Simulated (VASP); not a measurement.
A run of VASP 6.6.1 is set up as follows.

File INCAR:

```
PREC     = Accurate       # precision mode
ENCUT    = 520            # plane-wave cutoff, eV
EDIFF    = 1E-7           # SCF threshold, eV
ISMEAR   = 0              # smearing method
SIGMA    = 0.15           # smearing width, eV
LREAL    = F              # projectors in reciprocal space
LASPH    = T              # aspherical terms in the spheres
NELM     = 80             # most SCF steps
ALGO     = Normal         # electronic algorithm
ISIF     = 2              # what is computed and relaxed
LWAVE    = F              # write WAVECAR
LCHARG   = T              # write CHGCAR
GGA      = PE             # functional
LELF     = T              # ELF
LVHAR    = T            
NBANDS   = 18             # bands
```

The input KPOINTS:

```
Automatic mesh
0
Gamma
  16 16 16
```

Contents of POSCAR:

```
ZnCu
1.0
    2.9626309844      0.0000000000      0.0000000000
    0.0000000000      2.9626309844      0.0000000000
    0.0000000000      0.0000000000      2.9626309844
Zn Cu
1 1
Direct
    0.5000000000      0.5000000000      0.5000000000
    0.0000000000      0.0000000000      0.0000000000
```

Potentials or basis: VASP PAW PBE potentials, release 64 (Zn, Cu).

Run with:

```console
$ cat potpaw_PBE.64/Zn/POTCAR potpaw_PBE.64/Cu/POTCAR > POTCAR
$ mpirun -np 1 vasp_std > vasp.out
```

Predict the band gap on the k mesh.

none (metal or under the smearing width).

Estimate the pressure.

0.7 GPa.
